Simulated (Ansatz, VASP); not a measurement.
# Hf (Hafnium) in two plane-wave programs

Wanted: the spread between two codes on one cell, functional and k mesh. The cell is taken from a series of runs on this material, whose earlier steps may have relaxed, scaled, displaced or heated it; both programs get it as it stands.

Program: Ansatz 0.2.0. Level of theory: plane waves, with VASP 6.6.1 beside it; zone-centre phonons at LDA. Results are calculated unless marked as measured.

### Step 1. Starting point

The structure is hexagonal, space group P6_3/mmc (No. 194). Conventional cell: a = 3.214 Å, b = 3.214 Å, c = 4.836 Å, α = 90.00°, β = 90.00°, γ = 120.00°. Nearest to Hf lie 12 Hf at 3.05 to 3.21 Å.

### Step 2. VASP: zone-centre phonons, LDA

Second derivatives magnify differences that forces hide, and they need a tight electronic threshold.

Lines of VASP's logs that name or quote its potential files are left out, and so is its time.

INCAR reads:

```
SYSTEM = Hf
PREC = Accurate
ENCUT = 500
EDIFF = 1E-08
NELM = 120
ISMEAR = 1
SIGMA = 0.2
LREAL = .FALSE.
ALGO = Normal
GGA = CA
NBANDS = 16
LASPH = .TRUE.
LORBIT = 11
LWAVE = .FALSE.
LCHARG = .FALSE.
ISIF = 2
IBRION = 8
GGA_COMPAT = .FALSE.
KPAR = 2
```

POSCAR reads:

```
Hf
1.0
    3.2142310303      0.0000000000      0.0000000000
   -1.6071155152      2.7836057259      0.0000000000
    0.0000000000      0.0000000000      4.8362011536
Hf
2
Direct
    0.3333333333      0.6666666667      0.2500000000
    0.6666666667      0.3333333333      0.7500000000
```

KPOINTS reads:

```
Automatic mesh
0
Gamma
15 15 8
0 0 0
```

PAW data sets: Hf_pv (LDA family, release 64).

On the command line:

```console
> mpirun -np 2 vasp_std
```

Numbers of over 12 decimals in the logs are rounded to 6 here.

Output:

```text
[banner, memory and clock lines left out]
running    2 mpi-ranks, on    1 nodes
 distrk:  each k-point on    1 cores,    2 groups
 distr:  one band on    1 cores,    1 groups

 POSCAR found type information on POSCAR Hf
 POSCAR found :  1 types and       2 ions
 LDA part: xc-table for (Slater(with rela. corr.)+CA(PZ))
 , standard interpolation
 POSCAR, INCAR and KPOINTS ok, starting setup
 FFT: planning ... GRIDC
 FFT: planning ... GRID_SOFT
 FFT: planning ... GRID
 WAVECAR not read
 entering main loop
       N       E                     dE             d eps       ncg     rms          rms(c)
DAV:   1     0.466297983141E+02    0.46630E+02   -0.11377E+04  4336   0.116E+03
DAV:   2    -0.205399490759E+02   -0.67170E+02   -0.65634E+02  5784   0.249E+02
DAV:   3    -0.220840890975E+02   -0.15441E+01   -0.15301E+01  5696   0.262E+01
DAV:   4    -0.220953478720E+02   -0.11259E-01   -0.11257E-01  5360   0.270E+00
DAV:   5    -0.220954875643E+02   -0.13969E-03   -0.13969E-03  5648   0.249E-01    0.664E+01
DAV:   6    -0.215446936990E+02    0.55079E+00   -0.49316E-01  5120   0.458E+00    0.392E+01
DAV:   7    -0.213518812218E+02    0.19281E+00   -0.78129E-01  5288   0.554E+00    0.191E+00
DAV:   8    -0.213420973521E+02    0.97839E-02   -0.49487E-02  4880   0.153E+00    0.325E-01
DAV:   9    -0.213421827389E+02   -0.85387E-04   -0.10519E-03  5888   0.237E-01    0.181E-01
DAV:  10    -0.213421769275E+02    0.58114E-05   -0.50101E-05  5048   0.499E-02    0.187E-01
DAV:  11    -0.213421739813E+02    0.29462E-05   -0.47620E-06  6008   0.142E-02    0.688E-03
DAV:  12    -0.213421739576E+02    0.23714E-07   -0.38077E-07  5232   0.407E-03    0.712E-03
DAV:  13    -0.213421739425E+02    0.15134E-07   -0.41330E-08  5224   0.143E-03    0.879E-04
DAV:  14    -0.213421739421E+02    0.36493E-09   -0.14015E-09  3272   0.315E-04
   1 F= -.21342174E+02 E0= -.21344347E+02  d E =0.651886E-02
 Linear response reoptimize wavefunctions to high precision
DAV:   1    -0.213421739418E+02    0.28535E-09   -0.17018E-10  3432   0.112E-04
DAV:   2    -0.213421739419E+02   -0.23192E-10   -0.24758E-11  2928   0.410E-05
 Linear response DOF=           2
 Linear response progress:
  Degree of freedom:   1/  2
       N       E                     dE             d eps       ncg     rms          rms(c)
RMM:   1    -0.200613716018E+00   -0.20061E+00    0.45729E+00 18556   0.118E+01
RMM:   2    -0.206141870493E+00   -0.55282E-02   -0.38044E-02 27724   0.121E+00    0.614E-01
RMM:   3    -0.205429387999E+00    0.71248E-03   -0.43935E-03 34503   0.256E-01    0.120E-01
RMM:   4    -0.205099467489E+00    0.32992E-03   -0.50373E-04 41270   0.888E-02    0.197E-01
RMM:   5    -0.204748191498E+00    0.35128E-03   -0.42056E-05 38423   0.345E-02    0.154E-02
RMM:   6    -0.204650110409E+00    0.98081E-04   -0.33583E-05 42437   0.143E-02    0.331E-02
RMM:   7    -0.204655400057E+00   -0.52896E-05   -0.42186E-05 38111   0.484E-03    0.211E-02
RMM:   8    -0.204648018953E+00    0.73811E-05   -0.15215E-05 39236   0.165E-03    0.982E-03
RMM:   9    -0.204647810002E+00    0.20895E-06   -0.92955E-06 42180   0.667E-04    0.596E-03
RMM:  10    -0.204647571023E+00    0.23898E-06   -0.53609E-06 40707   0.579E-04    0.257E-03
RMM:  11    -0.204647639663E+00   -0.68640E-07   -0.33949E-06 37775   0.268E-04    0.106E-04
RMM:  12    -0.204647655373E+00   -0.15710E-07   -0.16919E-06 42006   0.180E-04    0.734E-05
RMM:  13    -0.204647695480E+00   -0.40107E-07   -0.93257E-07 40414   0.143E-04    0.727E-05
RMM:  14    -0.204647682000E+00    0.13480E-07   -0.48648E-07 40274   0.132E-04    0.407E-05
RMM:  15    -0.204647688713E+00   -0.67130E-08   -0.30209E-07 34753   0.125E-04    0.310E-05
RMM:  16    -0.204647695093E+00   -0.63800E-08   -0.15729E-07 34606   0.122E-04    0.107E-05
RMM:  17    -0.204647696793E+00   -0.17001E-08   -0.10430E-07 27923   0.120E-04    0.138E-06
RMM:  18    -0.204647697772E+00   -0.97932E-09   -0.57899E-08 25499   0.119E-04    0.146E-06
 first order change of Fermi-energy  -0.24690E-05
 force on displaced ion       1 direction 1 :  -2.130  -0.000   0.000
 Linear response progress:
  Degree of freedom:   2/  2
       N       E                     dE             d eps       ncg     rms          rms(c)
RMM:   1    -0.236456938797E+00   -0.23646E+00    0.49203E+00  6410   0.123E+01
RMM:   2    -0.246655981485E+00   -0.10199E-01   -0.43423E-02  9568   0.124E+00    0.743E-01
RMM:   3    -0.246022885742E+00    0.63310E-03   -0.40350E-03 11245   0.277E-01    0.238E-01
RMM:   4    -0.245754093014E+00    0.26879E-03    0.11904E-04 13296   0.956E-02    0.205E-01
RMM:   5    -0.245537163127E+00    0.21693E-03   -0.52484E-06 13163   0.450E-02    0.482E-02
RMM:   6    -0.245467393902E+00    0.69769E-04    0.95052E-06 11348   0.175E-02    0.367E-02
RMM:   7    -0.245492986890E+00   -0.25593E-04   -0.54561E-06 12712   0.720E-03    0.638E-03
RMM:   8    -0.245490055712E+00    0.29312E-05    0.32121E-06 13794   0.277E-03    0.257E-03
RMM:   9    -0.245482515043E+00    0.75407E-05    0.14981E-06 13518   0.126E-03    0.134E-03
RMM:  10    -0.245482194040E+00    0.32100E-06   -0.36590E-06 12882   0.600E-04    0.458E-04
RMM:  11    -0.245481827537E+00    0.36650E-06   -0.42007E-07 13315   0.277E-04    0.825E-05
RMM:  12    -0.245481973537E+00   -0.14600E-06   -0.22596E-06 13895   0.152E-04    0.634E-05
RMM:  13    -0.245481777251E+00    0.19629E-06   -0.25179E-07 13841   0.114E-04    0.298E-05
RMM:  14    -0.245481879869E+00   -0.10262E-06   -0.89272E-07 13780   0.963E-05    0.981E-06
[...]
RMM:  38    -0.245481835980E+00    0.28914E-09   -0.32839E-07  5355   0.819E-05    0.106E-06
RMM:  39    -0.245481830924E+00    0.50559E-08   -0.28906E-07  5321   0.819E-05    0.557E-07
RMM:  40    -0.245481829949E+00    0.97436E-09   -0.24517E-07  5351   0.819E-05    0.965E-07
RMM:  41    -0.245481825323E+00    0.46264E-08   -0.22073E-07  5320   0.819E-05    0.596E-07
RMM:  42    -0.245481823059E+00    0.22637E-08   -0.14629E-07  5469   0.820E-05    0.724E-07
RMM:  43    -0.245481818811E+00    0.42479E-08   -0.13397E-07  5688   0.820E-05    0.974E-07
RMM:  44    -0.245481819890E+00   -0.10787E-08   -0.10961E-07  5961   0.820E-05    0.599E-07
RMM:  45    -0.245481814463E+00    0.54272E-08   -0.67923E-08  5722   0.820E-05    0.165E-06
 first order change of Fermi-energy  -0.13221E-03
 force on displaced ion       1 direction 3 :  -0.000   0.000  -5.388
 Linear response finished
```

Parts of OUTCAR (step 2):

```text
ion  position               nearest neighbor table
   1  0.333  0.667  0.250-   2 3.05   2 3.05   2 3.05   2 3.05   2 3.05   2 3.05
   2  0.667  0.333  0.750-   1 3.05   1 3.05   1 3.05   1 3.05   1 3.05   1 3.05

  LATTYP: Found a hexagonal cell.
 ALAT       =     3.2142310303
 C/A-ratio  =     1.5046215123

 Subroutine GETGRP returns: Found 24 space group operations
 (whereof 12 operations were pure point group operations)

The static configuration has the point symmetry D_3d.
 The point group associated with its full space group is D_6h.

 Found    135 irreducible k-points:

   k-points           NKPTS =    135   k-points in BZ     NKDIM =    135   number of bands    NBANDS=     16

   dimension x,y,z NGX =    24 NGY =   24 NGZ =   36
   dimension x,y,z NGXF=    48 NGYF=   48 NGZF=   72

   ENCUT  =  500.0 eV  36.75 Ry    6.06 a.u.   5.86  5.86  8.82*2*pi/ulx,y,z

   NELECT =      20.0000    total number of electrons

 k-points in reciprocal lattice and weights: Automatic mesh
   0.00000000  0.00000000  0.00000000       0.001
   0.06666667 -0.00000000  0.00000000       0.003
   0.13333333  0.00000000  0.00000000       0.003
   0.20000000  0.00000000  0.00000000       0.003
   0.26666667  0.00000000  0.00000000       0.003
   0.33333333  0.00000000  0.00000000       0.003
   0.40000000  0.00000000  0.00000000       0.003
   0.46666667  0.00000000  0.00000000       0.003
   0.06666667  0.06666667  0.00000000       0.003
[...]
0.33333333  0.26666667  0.50000000       0.007
   0.33333333  0.33333333  0.50000000       0.001

 average (electrostatic) potential at core
       1 -37.3632       2 -37.3632

  Total       -1.5859805     -1.5859805      0.0104128      0.0000000      0.0000000      0.0000000
  in kB      -58.7244898    -58.7244898      0.3855559      0.0000000      0.0000000      0.0000000
  external PRESSURE =     -39.0211412 kB  Pullay stress =       0.0000000 kB

  energy-cutoff  :      500.00
  volume of cell :       43.27
      direct lattice vectors                 reciprocal lattice vectors
     3.214231030  0.000000000  0.000000000     0.311116404  0.179623140  0.000000000
    -1.607115515  2.783605726  0.000000000     0.000000000  0.359246279  0.000000000
     0.000000000  0.000000000  4.836201154     0.000000000  0.000000000  0.206773864

 POSITION                                       TOTAL-FORCE (eV/Angst)
 -----------------------------------------------------------------------------------
     -0.00000      1.85574      1.20905         0.000000     -0.000000      0.000000
      1.60712      0.92787      3.62715        -0.000000      0.000000      0.000000
 -----------------------------------------------------------------------------------
    total drift:                               -0.000000      0.000000     -0.000000

 Eigenvectors and eigenvalues of the dynamical matrix
 ----------------------------------------------------

   1 f  =    3.841151 THz    24.134666 2PiTHz  128.127018 cm-1    15.885719 meV
             X         Y         Z           dx          dy          dz
     -0.000000  1.855737  1.209050    -0.000000    0.000000    0.707107
      1.607116  0.927869  3.627151     0.000000   -0.000000   -0.707107

   2 f  =    2.414955 THz    15.173610 2PiTHz   80.554229 cm-1     9.987447 meV
             X         Y         Z           dx          dy          dz
     -0.000000  1.855737  1.209050     0.357699   -0.609960   -0.000000
      1.607116  0.927869  3.627151    -0.357699    0.609960   -0.000000

   3 f  =    2.414955 THz    15.173610 2PiTHz   80.554229 cm-1     9.987447 meV
             X         Y         Z           dx          dy          dz
     -0.000000  1.855737  1.209050     0.609960    0.357699    0.000000
      1.607116  0.927869  3.627151    -0.609960   -0.357699    0.000000

   4 f  =    0.000000 THz     0.000000 2PiTHz    0.000001 cm-1     0.000000 meV
             X         Y         Z           dx          dy          dz
     -0.000000  1.855737  1.209050     0.000004   -0.577498    0.408040
      1.607116  0.927869  3.627151     0.000004   -0.577498    0.408040

   5 f/i=    0.000000 THz     0.000000 2PiTHz    0.000000 cm-1     0.000000 meV
             X         Y         Z           dx          dy          dz
     -0.000000  1.855737  1.209050     0.707107    0.000003   -0.000003
      1.607116  0.927869  3.627151     0.707107    0.000003   -0.000003

   6 f/i=    0.000000 THz     0.000000 2PiTHz    0.000001 cm-1     0.000000 meV
             X         Y         Z           dx          dy          dz
     -0.000000  1.855737  1.209050    -0.000000   -0.408040   -0.577498
      1.607116  0.927869  3.627151    -0.000000   -0.408040   -0.577498

 ELASTIC MODULI CONTR FROM IONIC RELAXATION (kBar)
 Direction    XX          YY          ZZ          XY          YZ          ZX
 --------------------------------------------------------------------------------
 XX        -148.0256    148.0256      0.0000      0.0000     -0.0000     -0.0000
 YY         148.0256   -148.0256     -0.0000      0.0000     -0.0000     -0.0000
 ZZ           0.0000     -0.0000     -0.0000     -0.0000     -0.0000     -0.0000
 XY           0.0000      0.0000     -0.0000   -148.0256     -0.0000     -0.0000
 YZ          -0.0000     -0.0000     -0.0000     -0.0000     -0.0000     -0.0000
 ZX          -0.0000     -0.0000     -0.0000     -0.0000     -0.0000     -0.0000
 --------------------------------------------------------------------------------
```

(Part 1 of 2 ends here.)

[Lines on the potential files, build, host, timing and source positions are cut from VASP's logs without a mark.]

[Logs are printed without paths, hosts, clocks, repeated set-up lines and the standing remarks that a program may print on its own settings, such as how far it seeks lower states.]

[Hosts, paths, dates, database ids (printed as entryN), source tags and the programs' standing remarks are cut or masked in the printed files.]
